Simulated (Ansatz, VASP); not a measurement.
**LaHg: VASP beside Ansatz**

File INCAR:

```
SYSTEM = LaHg
  ALGO = Normal
  EDIFF = 1E-6
  ENCUT = 520
  ISIF = 2
  ISMEAR = -1
  LASPH = .True.
  LCHARG = .False.
  LREAL = .False.
  LWAVE = .False.
  NBANDS = 18
  NELM = 100
  PREC = Accurate
  SIGMA = 0.08
```

Contents of KPOINTS:

```
k-points
0
Gamma
  11 11 11
  0 0 0
```

File POSCAR:

```
LaHg
1.0
    3.8370000000     -0.0383700000     -0.0383700000
   -0.0383700000      3.8370000000     -0.0383700000
   -0.0383700000     -0.0383700000      3.8370000000
La Hg
1 1
Direct
    0.5000000000      0.5000000000      0.5000000000
    0.0000000000      0.0000000000      0.0000000000
```

Input for Ansatz:

```yaml
crystal:
  lattice:
    - [3.837, -0.03837, -0.03837]
    - [-0.03837, 3.837, -0.03837]
    - [-0.03837, -0.03837, 3.837]
  atoms:
    - { symbol: La, position: [0.5, 0.5, 0.5] }
    - { symbol: Hg, position: [0.0, 0.0, 0.0] }
kpoints:
  mp_grid: { grid: [11, 11, 11] }
  band_path:
    path:
      - [0.0, 0.0, 0.0]
      - [0.5, 0.0, 0.0]
      - [0.5, -0.5, 0.5]
      - [0.4804921086, -0.5195078914, 0.4804921086]
      - [0.4804921086, 0.4804921086, 0.4804921086]
      - [0.0, 0.0, 0.0]
      - [0.5, -0.5, 0.0]
    npoints: 5
scf:
  occupations: { method: fermi_dirac, width: 0.08 }
hamiltonian:
  xc: lda
  pseudopotentials: { kind: all_electron, lapw: { basis_error: 0.001 } }
output:
  forces: true
  stress: true
  eigenvalues: true
```

Change from the starting cell: equal xy, yz and zx shear strains of -2 %.

Alike in both runs: task single point; functional LDA; k mesh 11 × 11 × 11; occupations fermi-dirac, width 0.08 eV; no spin polarisation.

|  | VASP | Ansatz |
| --- | --- | --- |
| version | VASP 6.6.1 | Ansatz 0.2.0 |
| potentials or method | VASP PAW LDA potentials, release 64 (La, Hg) | all-electron LAPW, scalar-relativistic |
| plane-wave cutoff (eV) | 520 | see its input |

```tsv
	VASP	Ansatz	Ansatz less VASP
pressure (GPa)	-1.7	-1.8	-0.15
largest component of the traceless stress (GPa)	0.54	0.52	-0.020
```

Ansatz ran all-electron here, so the differences hold the error of VASP's frozen core and of both bases.

The runs have no spin-orbit coupling, so splittings on Hg, La are missing.
